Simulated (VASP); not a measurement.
Set up this calculation in VASP 6.6.1, as the native input.

| Item | Value |
| --- | --- |
| Task | single point |
| Functional | PBE |
| Potentials or basis | VASP PAW PBE potentials, release 64 (Ag, Na_pv) |
| Cutoff | 520 eV |
| k mesh | 3 × 2 × 2 |
| Occupations | fermi-dirac, width 0.1 eV |
| Spin | no spin polarisation |
| Dipole correction | no |
| Further INCAR settings | ALGO = Fast; EDIFF = 1e-06; NBANDS = 70 |

The structure of NaAg2 lies in POSCAR:

```
NaAg2
1.0
    4.6018060000      0.3773060000      0.8419190000
    0.2114120000      7.7487300000      0.4559350000
   -2.0514820000      1.1753170000      7.0047820000
Ag Na
8 4
Direct
    0.5581297443      0.0293874513      0.1417242101
    0.0400337392      0.0776347064      0.7013253881
    0.1757197798      0.7259537484      0.6861257719
    0.5990243165      0.3878510798      0.1616348895
    0.6419987185      0.7477901495      0.9200131252
    0.7818385980      0.6820855998      0.3014263016
    0.1116359336      0.8757622000      0.0529629541
    0.5139573481      0.1889267597      0.7979399246
    0.7629666522      0.4819860180      0.6954358585
    0.2427449111      0.4262502992      0.4246483355
    0.5832153583      0.9361856737      0.5411691747
    0.0570549142      0.1216817031      0.3072074815
```

The cell was built by a generator and needn't be a form met in nature.

One way to write it, as run:

INCAR

```
PREC = Accurate
ENCUT = 520
EDIFF = 1E-6
ISMEAR = -1
SIGMA = 0.1
LREAL = False
LASPH = True
NELM = 100
ALGO = Fast
ISIF = 2
LWAVE = False
LCHARG = True
GGA = PE
LELF = True
LVHAR = True
NBANDS = 70
```

KPOINTS

```
regular mesh
0
Gamma
  3 2 2
```

Potentials or basis: VASP PAW PBE potentials, release 64 (Ag, Na_pv).

Command:

```bash
$ cat potpaw_PBE.64/Ag/POTCAR potpaw_PBE.64/Na_pv/POTCAR > POTCAR
$ mpirun -np 1 vasp_std > vasp.out
```

It gave:

```
Pressure               : 4.6 GPa
Largest force          : 0.802 eV/Å
Band gap on the k mesh : none (metal or under the smearing width)
```

Caveat: the k mesh is coarse (spacing up to 0.45 Å⁻¹), so the values aren't converged.

It took 2.6 min on 1 thread of Intel(R) Xeon(R) Platinum 8488C (Sapphire Rapids) (shared host), peak memory 0.38 GiB.
